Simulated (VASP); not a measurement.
Method: vdW-DF-cx, VASP's PBE PAW potentials (set 64) (plane waves; VASP).

Input for VASP

INCAR:
```
! general
SYSTEM   = SiC
PREC     = Accurate
ENCUT    = 520
LREAL    = F
LASPH    = T

! electronic loop
EDIFF    = 1E-7
NELM     = 100
ALGO     = Normal

! smearing
ISMEAR   = -5

! functional
GGA      = CX
LUSE_VDW = T
AGGAC    = 0.0

! ions
ISIF     = 2

! output
LWAVE    = F
LCHARG   = T
LORBIT   = 11
NEDOS    = 601
```

File POSCAR:
```
SiC
1
    0.0000000000     2.1847805010     2.1847805010
    2.1847805010     0.0000000000     2.1847805010
    2.1847805010     2.1847805010    -0.0000000000
Si C
1 1
Direct
  0.0000000000   0.0000000000   0.0000000000
  0.2500000000   0.2500000000   0.2500000000
```

KPOINTS:
```
Automatic mesh
0
Gamma
12 12 12
0 0 0
```

POTCAR, in this order: Si C (PBE.64 set). Program: vasp_std.

What VASP printed:

File OUTCAR:
```
 ion  position               nearest neighbor table
   1  0.000  0.000  0.000-   2 1.89   2 1.89   2 1.89   2 1.89
   2  0.250  0.250  0.250-   1 1.89   1 1.89   1 1.89   1 1.89
  LATTYP: Found a face centered cubic cell.
 ALAT       =     4.3695610020
 Subroutine PRICEL returns:
 Original cell was already a primitive cell.
 Subroutine GETGRP returns: Found 24 space group operations
The static configuration has the point symmetry T_d .
The dynamic configuration has the point symmetry T_d .
 Subroutine INISYM returns: Found 24 space group operations
 Subroutine IBZKPT returns following result:
 Found     72 irreducible k-points:

 Following reciprocal coordinates:
            Coordinates               Weight
  0.000000  0.000000  0.000000      1.000000
  0.083333  0.000000  0.000000      8.000000
  0.166667  0.000000  0.000000      8.000000
  0.250000  0.000000  0.000000      8.000000
  0.333333  0.000000  0.000000      8.000000
  0.416667  0.000000  0.000000      8.000000
  0.500000  0.000000  0.000000      4.000000
  0.083333  0.083333  0.000000      6.000000
  0.166667  0.083333  0.000000     24.000000
  0.250000  0.083333  0.000000     24.000000
  0.333333  0.083333  0.000000     24.000000
  0.416667  0.083333  0.000000     24.000000
  0.500000  0.083333  0.000000     24.000000
 -0.416667  0.083333  0.000000     24.000000
 -0.333333  0.083333  0.000000     24.000000
 -0.250000  0.083333  0.000000     24.000000
 -0.166667  0.083333  0.000000     24.000000
 -0.083333  0.083333  0.000000     12.000000
  0.166667  0.166667  0.000000      6.000000
  0.250000  0.166667  0.000000     24.000000
  0.333333  0.166667  0.000000     24.000000
  0.416667  0.166667  0.000000     24.000000
  0.500000  0.166667  0.000000     24.000000
 -0.416667  0.166667  0.000000     24.000000
 -0.333333  0.166667  0.000000     24.000000
 -0.250000  0.166667  0.000000     24.000000
 -0.166667  0.166667  0.000000     12.000000
  0.250000  0.250000  0.000000      6.000000
  0.333333  0.250000  0.000000     24.000000
  0.416667  0.250000  0.000000     24.000000
  0.500000  0.250000  0.000000     24.000000
 -0.416667  0.250000  0.000000     24.000000
 -0.333333  0.250000  0.000000     24.000000
 -0.250000  0.250000  0.000000     12.000000
  0.333333  0.333333  0.000000      6.000000
  0.416667  0.333333  0.000000     24.000000
  0.500000  0.333333  0.000000     24.000000
 -0.416667  0.333333  0.000000     24.000000
 -0.333333  0.333333  0.000000     12.000000
  0.416667  0.416667  0.000000      6.000000
   k-points           NKPTS =     72   k-points in BZ     NKDIM =     72   number of bands    NBANDS=      8
   number of dos      NEDOS =    601   number of ions     NIONS =      2
   total plane-waves  NPLWV =  13824
   dimension x,y,z NGX =    24 NGY =   24 NGZ =   24
   dimension x,y,z NGXF=    48 NGYF=   48 NGZF=   48
   ions per type =               1   1
   PREC   = accura    normal or accurate (medium, high low for compatibility)
   ISTART =      0    job   : 0-new  1-cont  2-samecut
   ICHARG =      2    charge: 1-file 2-atom 10-const
   ISPIN  =      1    spin polarized calculation?
   LNONCOLLINEAR =      F non collinear calculations
   LSORBIT =      F    spin-orbit coupling
   INIWAV =      1    electr: 0-lowe 1-rand  2-diag
   ENCUT  =  520.0 eV  38.22 Ry    6.18 a.u.   5.74  5.74  5.74*2*pi/ulx,y,z
   NELM   =    100;   NELMIN=  2; NELMDL= -5     # of ELM steps
   EDIFF  = 0.1E-06   stopping-criterion for ELM
   LREAL  =      F    real-space projection
   NLSPLINE    = F    spline interpolate recip. space projectors
   LMAXMIX     =    2 max onsite mixed and CHGCAR
...
```

### OSZICAR
```
       N       E                     dE             d eps       ncg     rms          rms(c)
DAV:   1     0.760084693521E+01    0.76008E+01   -0.40961E+03  1184   0.838E+02
DAV:   2    -0.145110050980E+02   -0.22112E+02   -0.21672E+02  1712   0.109E+02
DAV:   3    -0.148796590705E+02   -0.36865E+00   -0.36865E+00  1288   0.175E+01
DAV:   4    -0.148808761104E+02   -0.12170E-02   -0.12170E-02  1856   0.111E+00
DAV:   5    -0.148808766429E+02   -0.53249E-06   -0.53249E-06  1304   0.160E-02    0.882E+00
DAV:   6    -0.131741821721E+02    0.17067E+01   -0.71554E+00  1272   0.150E+01    0.399E+00
DAV:   7    -0.131200996347E+02    0.54083E-01   -0.34976E-01  1776   0.411E+00    0.184E+00
DAV:   8    -0.131123294681E+02    0.77702E-02   -0.18858E-02  1208   0.126E+00    0.148E-01
DAV:   9    -0.131124967763E+02   -0.16731E-03   -0.74909E-04  1760   0.223E-01    0.105E-01
DAV:  10    -0.131125811446E+02   -0.84368E-04   -0.15546E-04  1408   0.103E-01    0.205E-02
DAV:  11    -0.131125809500E+02    0.19463E-06   -0.24267E-05  1464   0.310E-02    0.619E-03
DAV:  12    -0.131125813682E+02   -0.41819E-06   -0.78928E-07  1376   0.730E-03    0.124E-03
DAV:  13    -0.131125814017E+02   -0.33500E-07   -0.44891E-08   904   0.196E-03
   1 F= -.13112581E+02 E0= -.13112581E+02  d E =0.000000E+00
```

### OUTCAR
```
------------------------ aborting loop because EDIFF is reached ----------------------------------------
  FORCE on cell =-STRESS in cart. coord.  units (eV):
  Direction    XX          YY          ZZ          XY          YZ          ZX
  --------------------------------------------------------------------------------------
  Total        0.0004076      0.0004076      0.0004076      0.0000000     -0.0000000     -0.0000000
  in kB        0.0313077      0.0313077      0.0313077      0.0000000     -0.0000000     -0.0000000
  external PRESSURE =       0.0313077 kB  Pullay stress =       0.0000000 kB
  volume of cell :       20.86
      direct lattice vectors                 reciprocal lattice vectors
     0.000000000  2.184780501  2.184780501    -0.228855942  0.228855942  0.228855942
     2.184780501  0.000000000  2.184780501     0.228855942 -0.228855942  0.228855942
     2.184780501  2.184780501  0.000000000     0.228855942  0.228855942 -0.228855942
  FREE ENERGIE OF THE ION-ELECTRON SYSTEM (eV)
  ---------------------------------------------------
  free  energy   TOTEN  =       -13.1125814017 eV

  energy  without entropy=      -13.1125814017  energy(sigma->0) =      -13.11258140

 total charge

# of ion       s       p       d       tot
------------------------------------------
    1        0.706   0.967   0.000   1.673
    2        0.836   1.699   0.000   2.535
--------------------------------------------------
tot          1.542   2.666   0.000   4.208
```
(Selected blocks of OUTCAR.)

The compound is SiC in the zinc blende structure. It was relaxed first.
